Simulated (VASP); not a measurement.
Runs of VASP 6.6.1 on Sc. It takes space group P6_3/mmc (No. 194, hexagonal). The conventional cell has a = 3.309 Å, b = 3.309 Å, c = 5.273 Å, α = 90.00°, β = 90.00°, γ = 120.00°. Sc (site symmetry -6m2) has 12 Sc at 3.26 to 3.31 Å as nearest neighbours. 

```csv
level,potentials or basis,k mesh,cutoff (eV),gap on the mesh (eV),pressure (GPa),relaxed volume (Å³/atom)
PBE,"VASP PAW PBE potentials, release 64 (Sc_sv)",15 × 15 × 7,600,none,0.0,24.64
PBE+D3(BJ),"VASP PAW PBE potentials, release 64 (Sc_sv)",15 × 15 × 7,600,none,0.0,(b)
LDA,"VASP PAW LDA potentials, release 64 (Sc_sv)",15 × 15 × 7,600,none,0.0,(a)
PBE,"VASP PAW PBE potentials, release 64 (Sc_sv)",8 × 8 × 4,300,none,0.0,24.39
PBEsol,"VASP PAW PBE potentials, release 64 (Sc_sv)",15 × 15 × 7,600,none,0.1,23.64
```

Alike in all rows: task relaxation of cell and atoms; no spin polarisation; cell relaxed; smearing methfessel-paxton 0.1 eV.

Problem. Estimate the missing entries.

Solution. (a) 22.58; (b) 23.50.

Caveats: pairwise dispersion overbinds metals, which lowers pressure and volume (some runs); the PAW data sets were made with another functional, which shifts forces and pressure a little (some runs).

A k mesh can miss the band edges.

A gap of «none» marks a metal or a gap under the smearing width.

Not every run made on this cell is shown here.
